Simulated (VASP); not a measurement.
# Si (Fd-3m) in VASP: a series of runs, part 2 of 2

VASP 6.6.1.

## (3) Born charges and dielectric tensor, PBE

Input file INCAR:

```
ALGO     = Normal         # electronic algorithm
EDIFF    = 1E-8           # SCF threshold, eV
ENCUT    = 250            # plane-wave cutoff, eV
GGA      = PE             # functional
IBRION   = 8              # ionic algorithm
ISIF     = 2              # what is computed and relaxed
ISMEAR   = 0              # smearing method
LASPH    = True           # aspherical terms in the spheres
LCHARG   = False          # write CHGCAR
LEPSILON = True           # dielectric tensor by DFPT
LREAL    = False          # projectors in reciprocal space
LWAVE    = False          # write WAVECAR
NELM     = 100            # most SCF steps
NSW      = 1              # ionic steps
PREC     = Accurate       # precision mode
SIGMA    = 0.02           # smearing width, eV
```

Input file KPOINTS:

```
k-points
0
Gamma
  10 10 10
```

Input file POSCAR:

```
Si                                      
1.0
    0.0000000000      2.7324484597      2.7324484597
    2.7324484597      0.0000000000      2.7324484597
    2.7324484597      2.7324484597      0.0000000000
  Si            
     2
Direct
     0.7500000000000000    0.7500000000000000    0.7500000000000000
     0.5000000000000000    0.5000000000000000    0.5000000000000000
```

Potentials or basis: VASP PAW PBE potentials, release 64 (Si).

The run is started by

```sh
$ cat potpaw_PBE.64/Si/POTCAR > POTCAR
$ mpirun -np 1 vasp_std > vasp.out
```

OUTCAR:

```text
EDIFF = 1E-8
   ENCUT = 250
   GGA = PE
   IBRION = 8
   ISIF = 2
   ISMEAR = 0
   LASPH = True
   LEPSILON = True
   LREAL = False
   NELM = 100
   NSW = 1
   PREC = Accurate

 ion  position               nearest neighbor table
   1  0.750  0.750  0.750-   2 2.37   2 2.37   2 2.37   2 2.37
   2  0.500  0.500  0.500-   1 2.37   1 2.37   1 2.37   1 2.37

  LATTYP: Found a face centered cubic cell.
 ALAT       =     5.4648969194

[... 589 lines left out ...]
      2.732448  2.732448  2.732448     0.000000    0.707107    0.000000
[... 21 lines left out ...]
   6 f  =    0.000000 THz     0.000000 2PiTHz    0.000000 cm-1     0.000000 meV
             X         Y         Z           dx          dy          dz
      4.098673  4.098673  4.098673     0.000000    0.000000    0.707107
      2.732448  2.732448  2.732448     0.000000    0.000000    0.707107

--------------------------------------------------------------------------------------------------------

 MACROSCOPIC STATIC DIELECTRIC TENSOR IONIC CONTRIBUTION
 ------------------------------------------------------
           0.000000    -0.000000     0.000000
          -0.000000     0.000000     0.000000
           0.000000     0.000000     0.000000
 ------------------------------------------------------

 ELASTIC MODULI CONTR FROM IONIC RELAXATION (kBar)
 Direction    XX          YY          ZZ          XY          YZ          ZX
 --------------------------------------------------------------------------------
 XX          -0.0000      0.0000      0.0000      0.0000      0.0000      0.0000
 YY           0.0000     -0.0000      0.0000      0.0000      0.0000     -0.0000
 ZZ           0.0000      0.0000     -0.0000      0.0000      0.0000      0.0000
 XY           0.0000      0.0000      0.0000   -236.7989      0.0000      0.0000
 YZ           0.0000      0.0000      0.0000      0.0000   -236.7989      0.0000
 ZX           0.0000     -0.0000      0.0000      0.0000      0.0000   -236.7989
 --------------------------------------------------------------------------------

 PIEZOELECTRIC TENSOR IONIC CONTR  for field in x, y, z        (C/m^2)
          XX          YY          ZZ          XY          YZ          ZX
  --------------------------------------------------------------------------------
  x     0.00000     0.00000     0.00000    -0.00000     0.00000     0.00000
  y    -0.00000     0.00000    -0.00000     0.00000     0.00000     0.00000
  z    -0.00000     0.00000     0.00000     0.00000     0.00000     0.00000
```

OSZICAR:

```text
N       E                     dE             d eps       ncg     rms          rms(c)
DAV:   1    -0.578702368225E+00   -0.57870E+00   -0.23304E+03   784   0.453E+02
DAV:   2    -0.108944134076E+02   -0.10316E+02   -0.98276E+01  1224   0.593E+01
DAV:   3    -0.109972869611E+02   -0.10287E+00   -0.10287E+00   952   0.752E+00
DAV:   4    -0.109976505500E+02   -0.36359E-03   -0.36359E-03  1216   0.433E-01
[... 12 lines left out ...]
RMM:   6    -0.172013377623E-01    0.28711E-05   -0.41009E-06  4538   0.127E-03    0.135E-03
RMM:   7    -0.172003604168E-01    0.97735E-06   -0.89499E-07  4459   0.964E-04    0.861E-05
RMM:   8    -0.172002064610E-01    0.15396E-06   -0.20583E-07  4743   0.110E-04    0.482E-05
RMM:   9    -0.172001208085E-01    0.85653E-07   -0.14058E-08  4500   0.101E-04    0.941E-06
RMM:  10    -0.172001295837E-01   -0.87752E-08    0.12247E-08  4917   0.166E-05    0.593E-06
 Linear response finished
```

Wall time 37 s (1 thread of Intel Xeon 6975P-C (Granite Rapids), shared host); peak memory 0.17 GiB.

What came out:

* Band gap on the k mesh: 0.62 eV, indirect (least direct gap 2.56 eV)
* Electronic dielectric tensor (diagonal): 13.32
* Born charges (mean of the diagonal): Si +0.00 e
* Highest phonon frequency at Γ: 504 cm⁻¹

Levels at points of the mesh, in eV from the valence-band top:
| k point | band 1 | band 2 | band 3 | band 4 | band 5 | band 6 | band 7 | band 8 |
| --- | --- | --- | --- | --- | --- | --- | --- | --- |
| (0.00, 0.00, 0.00) | -11.84 | 0.00 | 0.00 | 0.00 | 2.56 | 2.56 | 2.56 | 3.15 |
| (0.50, 0.00, 0.00) | -9.56 | -6.89 | -1.19 | -1.19 | 1.47 | 3.36 | 3.36 | 7.70 |
| (0.50, 0.50, 0.00) | -7.76 | -7.76 | -2.81 | -2.81 | 0.75 | 0.75 | 9.95 | 9.95 |

Phonon frequencies in cm⁻¹ (negative: imaginary):
| q point | frequencies |
| --- | --- |
| (0.000, 0.000, 0.000) | 0 0 0 504 504 504 |

Electronic dielectric tensor:
```
13.32  0.00  0.00
 0.00 13.32  0.00
 0.00  0.00 13.32
```

Born effective charge tensors (e):
atom 1, Si
```
0.00 0.00 0.00
0.00 0.00 0.00
0.00 0.00 0.00
```
atom 2, Si
```
0.00 0.00 0.00
0.00 0.00 0.00
0.00 0.00 0.00
```

Caveat: the gap is small at this level, which inflates the dielectric constant. PBE gaps usually lie below the measured ones, often by a third to a half.
